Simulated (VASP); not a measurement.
Consider the following.

```yaml
crystal:
  lattice:
    - [8.65968, -1.79036, -0.00667]
    - [8.65968, 1.79036, -0.00667]
    - [8.29190, 0.00000, 3.07243]
  atoms:
    - { symbol: Sm, position: [0.00000, 0.00000, 0.00000] }
    - { symbol: Sm, position: [0.22236, 0.22236, 0.22236] }
    - { symbol: Sm, position: [0.77764, 0.77764, 0.77764] }
```

These are PBEsol GGA, VASP's PBE PAW potentials (set 64) (plane waves; VASP) values and carry that method's errors. Run with 400 eV cut-off, Gaussian smearing of 0.050 eV, potentials Sm_3.

The 4f electrons are frozen in the core of the lanthanide potential, so 4f levels, which can set the real gap, and their magnetism are missing.

Q: Give the energies of bands 13 to 19 at the high-symmetry points, in eV from the Fermi level.

A: 
```csv
band,Γ,T,H2,L,S0,F
13,-4.43,-3.63,-1.06,-2.16,-1.05,-2.16
14,-2.34,-3.62,-0.66,-1.64,-0.65,-1.76
15,-2.33,-2.16,-0.57,-1.56,-0.62,-1.58
16,0.99,1.09,-0.47,-0.83,-0.38,-1.06
17,0.99,1.17,-0.30,-0.76,-0.34,0.13
18,1.41,1.42,-0.18,0.99,-0.17,0.45
19,1.42,1.42,0.86,1.18,0.90,1.51
```

It has no gap at this level: it comes out as a metal or semimetal.

The compound is Sm in the sg166 structure. It was relaxed first.
